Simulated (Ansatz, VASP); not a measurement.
# Cross-check of RbGeH3 between VASP and Ansatz, part 2 of 2

Wanted: the spread between two codes on one cell, functional and k mesh. The cell is generated by rule, not measured, and may not be a known phase. The two relaxations start from unlike cells of this crystal (the structure described is Ansatz's start), so only their ends are compared.

VASP 6.6.1 and Ansatz 0.2.0.

So far: The starting structure; Ansatz: relaxation of cell and atoms, PBEsol, pair 1; VASP: relaxation of cell and atoms, PBEsol, pair 1.

The structure was built from a prototype and need not be the compound's stable phase.

## Step 4: Side by side

Known differences besides the potentials themselves: the cutoff is 420 eV in Ansatz and 500 eV in VASP; Ansatz makes its cores anew for this functional, VASP keeps those of its PBE data sets; Ansatz adds a Pulay correction to the stress that steers its cell, VASP none. Total energies have different zeros and are not compared.

Compared:

| quantity | Ansatz | VASP | difference |
| --- | --- | --- | --- |
| volume (Å³) | 84.67 | 83.83 | +1.00 % |
| edge a after relaxation, in the typed setting (Å) | 4.393 | 4.378 | +0.34 % |

## Step 5: Ansatz: relaxation of cell and atoms, PBEsol, pair 2

The relaxed volume is the usual yardstick between codes: in a stiff, nearly cubic crystal its relative difference is about their pressure difference at one cell divided by the bulk modulus. This pair takes another cell of the material, with 10 atoms against 5 for the pair before.

The two relaxations start from unlike cells of this crystal, so only their ends are compared.

input.yaml

```yaml
crystal:
  lattice:
    - [-4.052936136, 0.0, 0.0]
    - [0.0, -4.052936136, -4.052936136]
    - [0.0, -4.052936136, 4.052936136]
  atoms:
    - { symbol: Rb, position: [1.0, 1.0, 0.0] }
    - { symbol: Rb, position: [1.0, 0.5, 0.5] }
    - { symbol: Ge, position: [0.5011157194, 0.0, 0.5] }
    - { symbol: Ge, position: [0.4988842806, 0.5, 0.0] }
    - { symbol: H, position: [0.5, 0.75, 0.75] }
    - { symbol: H, position: [0.5, 0.25, 0.25] }
    - { symbol: H, position: [0.5, 0.25, 0.75] }
    - { symbol: H, position: [0.5, 0.75, 0.25] }
    - { symbol: H, position: [-0.111030617, 0.0, 0.5] }
    - { symbol: H, position: [0.111030617, 0.5, 0.0] }
kpoints:
  mp_grid: { grid: [10, 6, 6] }
hamiltonian:
  xc: pbesol
  pseudopotentials: { kind: paw, azcp: { folder: soft_1 }, xc_functional: pbe }
scf:
  occupations: { method: methfessel_paxton, width: 0.2 }
output:
  forces: true
  stress: true
  eigenvalues: true
relax:
  adjacent_minimum: "off"
  f_tol: 0.002
  max_steps: 120
  cell: { stress_tol: 0.03 }
```

Launch:

```
> ansatz run input.yaml --threads 4 --pin off --max-ram 16384MiB --backend cpu --events-out ev --progress --plain --runs-dir out
```

Numbers of over 12 decimals in the logs are rounded to 6 here.

The log of the run:

```text
[...]
Crystal: 10 atoms, lattice volume = 133.149 Å³
Basis set: ecut = 420 eV, 2617 PW (Γ), exchange–correlation on 60×80×80 points (8 copies of the dense FFT grid, shifted against one another)
Bands: 36, of which v1, the nominal top of the filled ones, is band 26 counted from 1 (25 counted from 0)
Symmetry: 16 space group operations
[...]
k-points: 60 of 360
[...]
atoms:
    - { symbol: Rb, position: [1.0, 1.0, 0.0] }
    - { symbol: Rb, position: [1.0, 0.5, 0.5] }
    - { symbol: Ge, position: [0.460222, 0.0, 0.5] }
    - { symbol: Ge, position: [0.539778, 0.5, 0.0] }
    - { symbol: H, position: [0.5, 0.75, 0.75] }
    - { symbol: H, position: [0.5, 0.25, 0.25] }
    - { symbol: H, position: [0.5, 0.25, 0.75] }
    - { symbol: H, position: [0.5, 0.75, 0.25] }
    - { symbol: H, position: [-0.189824, 0.0, 0.5] }
    - { symbol: H, position: [0.189824, 0.5, 0.0] }
[key lines of the parts left out:]
SCF converged after 6 iterations
Free energy (F): -15035.066578 eV
Fermi energy:    6.723107 eV
P = ⅓ Tr σ = -0.0002 GPa (-0.002 kbar)
```

## Step 6: VASP: relaxation of cell and atoms, PBEsol, pair 2

Its own start cell and the same functional, mesh and smearing now go to VASP, with its own data sets.

INCAR

```
SYSTEM = RbGeH3
PREC = Accurate
ENCUT = 500
EDIFF = 1E-07
NELM = 120
ISMEAR = 1
SIGMA = 0.2
LREAL = .FALSE.
ALGO = Normal
GGA = PS
NBANDS = 36
LORBIT = 11
LWAVE = .FALSE.
LCHARG = .FALSE.
ISIF = 3
IBRION = 2
NSW = 80
EDIFFG = -0.005
LASPH = .TRUE.
GGA_COMPAT = .FALSE.
NELMIN = 4
KPAR = 2
```

POSCAR

```
RbGeH3
1.0
   -4.5975389019      0.0000000000      0.0000000000
    0.0000000000     -3.9335906960     -3.9335906960
    0.0000000000     -3.9335906960      3.9335906960
Rb Ge H
2 2 6
Direct
    0.0000000000      0.0000000000      0.0000000000
    0.0000000000      0.5000000000      0.5000000000
    0.4602032179      0.0000000000      0.5000000000
    0.5397967821      0.5000000000      0.0000000000
    0.5000000000      0.7500000000      0.7500000000
    0.5000000000      0.2500000000      0.2500000000
    0.5000000000      0.2500000000      0.7500000000
    0.5000000000      0.7500000000      0.2500000000
    0.8120148024      0.0000000000      0.5000000000
    0.1879851976      0.5000000000      0.0000000000
```

KPOINTS

```
Automatic mesh
0
Gamma
10 6 6
0 0 0
```

PAW data sets: Rb_sv, Ge_d and H (PBE family, release 64).

Launch:

```
> mpirun -np 2 vasp_std
```

The log of the run:

```text
[banner, memory and clock lines left out]
running    2 mpi-ranks, on    1 nodes
[...]
[... a notice as in an earlier step ...]

 LDA part: xc-table for (Slater+PW92), standard interpolation
 POSCAR, INCAR and KPOINTS ok, starting setup
[...]
entering main loop
       N       E                     dE             d eps       ncg     rms          rms(c)
DAV:   1     0.489631338994E+03    0.48963E+03   -0.23635E+04  5400   0.253E+03
DAV:   2     0.455727095320E+02   -0.44406E+03   -0.41909E+03  4568   0.725E+02
DAV:   3    -0.279388298288E+02   -0.73512E+02   -0.72663E+02  5012   0.166E+02
DAV:   4    -0.331726257921E+02   -0.52338E+01   -0.52210E+01  6492   0.458E+01
[...]
DAV:  14    -0.318313090379E+02   -0.40326E-06   -0.25955E-06  5604   0.731E-03    0.188E-03
DAV:  15    -0.318313088720E+02    0.16588E-06   -0.18919E-07  4140   0.217E-03    0.473E-04
DAV:  16    -0.318313088604E+02    0.11602E-07   -0.48400E-08  2708   0.127E-03
   1 F= -.31831309E+02 E0= -.31831931E+02  d E =-.318313E+02
[... from here on, the cycles between the ionic steps are left out ...]
   2 F= -.31831483E+02 E0= -.31832103E+02  d E =-.173672E-03
   3 F= -.31831584E+02 E0= -.31832202E+02  d E =-.275064E-03
   5 F= -.31831760E+02 E0= -.31832372E+02  d E =-.176502E-03
   6 F= -.31831762E+02 E0= -.31832373E+02  d E =-.178234E-03
   7 F= -.31831762E+02 E0= -.31832373E+02  d E =-.178172E-03
   8 F= -.31831780E+02 E0= -.31832391E+02  d E =-.180821E-04
   9 F= -.31831819E+02 E0= -.31832432E+02  d E =-.572530E-04
  10 F= -.31831824E+02 E0= -.31832441E+02  d E =-.617511E-04
  11 F= -.31831830E+02 E0= -.31832446E+02  d E =-.678970E-04
  12 F= -.31831844E+02 E0= -.31832461E+02  d E =-.138553E-04
  13 F= -.31831853E+02 E0= -.31832472E+02  d E =-.234471E-04
  14 F= -.31831861E+02 E0= -.31832478E+02  d E =-.729952E-05
  15 F= -.31831875E+02 E0= -.31832491E+02  d E =-.218716E-04
[...]
reached required accuracy - stopping structural energy minimisation
```

From OUTCAR (step 6):

```text
  Total        0.0147531      0.0026432      0.0026432      0.0000000      0.0000000      0.0000000
  in kB        0.1656065      0.0296701      0.0296701      0.0000000      0.0000000      0.0000000
  external PRESSURE =       0.0749823 kB  Pullay stress =       0.0000000 kB

 POSITION                                       TOTAL-FORCE (eV/Angst)
 -----------------------------------------------------------------------------------
     -0.00000     -0.00000      0.00000         0.000000     -0.000000     -0.000000
      0.00000     -3.93030      0.00000        -0.000000     -0.000000     -0.000000
     -2.12579     -1.96515      1.96515        -0.003121      0.000000      0.000000
     -2.49415     -1.96515     -1.96515         0.003121     -0.000000     -0.000000
     -2.30997     -5.89544      0.00000         0.000000     -0.000000     -0.000000
     -2.30997     -1.96515      0.00000        -0.000000     -0.000000     -0.000000
     -2.30997     -3.93030      1.96515         0.000000     -0.000000     -0.000000
     -2.30997     -3.93030     -1.96515        -0.000000     -0.000000     -0.000000
     -3.74381     -5.89544     -1.96515         0.003941     -0.000000     -0.000000
     -0.87613     -1.96515     -1.96515        -0.003941      0.000000      0.000000
 -----------------------------------------------------------------------------------
    total drift:                               -0.000000     -0.000000      0.000000

  FREE ENERGIE OF THE ION-ELECTRON SYSTEM (eV)
  ---------------------------------------------------
  free  energy   TOTEN  =       -31.8318753116 eV

  energy  without entropy=      -31.8337215332  energy(sigma->0) =      -31.83249072

[... 1 part as in an earlier step ...]

[... 3 further parts left out ...]
[key lines of the parts left out:]
E-fermi :   3.0380
```

The run keeps the 16 symmetry operations of its start, so it cannot find a distortion of lower symmetry.

## Step 7: Comparison

Compared:

| quantity | Ansatz | VASP | difference |
| --- | --- | --- | --- |
| volume (Å³) | 143.06 | 142.73 | +0.23 % |
| edge a after relaxation, in the typed setting (Å) | 4.627 | 4.620 | +0.15 % |
| edge b after relaxation, in the typed setting (Å) | 5.561 | 5.558 | +0.04 % |

## Step 8: What came out

```json
{"difference in volume (relaxation of cell and atoms, PBEsol, pair 1)": "1.00 %", "difference in volume (relaxation of cell and atoms, PBEsol, pair 2)": "0.23 %"}
```

The difference in volume is 1.00 % (relaxation of cell and atoms, PBEsol, pair 1), within the 1.2 % picked in this series as the mark of a large difference, as far as the stopping tolerances let one tell. How closely two codes agree says nothing of how well the functional describes the real material.

[Lines on the potential files, build, host, timing and source positions are cut from VASP's logs without a mark.]

[Logs are printed without paths, hosts, clocks, repeated set-up lines and the standing remarks that a program may print on its own settings, such as how far it seeks lower states.]

[Hosts, paths, dates, database ids (printed as entryN), source tags and the programs' standing remarks are cut or masked in the printed files.]
